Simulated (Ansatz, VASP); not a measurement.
# One calculation of Be2CdS2, two programs

```
Be Cd S
1.0
    -1.72741    1.72741    9.23755
     1.72741   -1.72741    9.23755
     1.72741    1.72741   -9.23755
Be Cd S
2 1 2
Direct
  0.25000 0.75000 0.50000
  0.75000 0.25000 0.50000
  0.00000 0.00000 0.00000
  0.68354 0.68354 0.00000
  0.31646 0.31646 0.00000
```

Change from the starting cell: species swapped into the CeNi2Ge2 type (I4/mmm, No. 139).

Alike in both runs: functional PBE; k mesh 6 × 6 × 6; occupations gaussian, width 0.1 eV; no spin polarisation.

Ansatz relaxed the structure, and its values are those at the end. VASP's run is a single point on that final structure, the one shown.

|  | VASP | Ansatz |
| --- | --- | --- |
| version | VASP 6.6.1 | Ansatz 0.2.0 |
| potentials or method | VASP PAW PBE potentials, release 64 (Be, Cd, S) | scalar-relativistic, plane waves, PAW |
| plane-wave cutoff (eV) | 520 | 420 |
| valence electrons in the cell | 28 | 36 |

|  | VASP | Ansatz | Ansatz less VASP |
| --- | --- | --- | --- |
| gap on the k mesh at the Fermi level (eV) | none | none | - |
| pressure (GPa) | 0.1 | 0.1 | +0.01 |

A gap of «none» marks a metal or a gap that the smearing closes. The functional is the same, so the differences come from potentials, cutoffs and numerics. The two sets of potentials don't hold the same shells in valence.

Caveats: the k mesh is coarse (spacing up to 0.43 Å⁻¹), so the values aren't converged.
